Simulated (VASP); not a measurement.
Given:

```xyz
1
Lattice="0.0000 1.9416 1.9416 1.9416 0.0000 1.9416 1.9416 1.9416 0.0000" Properties=species:S:1:pos:R:3 pbc="T T T"
Rh     0.0000     0.0000     0.0000
```

These are TPSS meta-GGA, VASP's PBE PAW potentials (set 64) (plane waves; VASP 6.6.1) values and carry that method's errors. Numerical set-up: 520 eV cut-off, 16×16×16 Γ-centred mesh, first-order Methfessel-Paxton smearing of 0.10 eV, potentials Rh_pv.

Give the stress tensor in GPa (positive for a compressed cell).

```
-14.23    0.00    0.00
  0.00  -14.23    0.00
  0.00    0.00  -14.23
```
The pressure is its mean diagonal, -14.23 GPa.

The compound is Rh in the fcc structure. This cell is one point of a volume scan, at 1.06 of the reference volume.
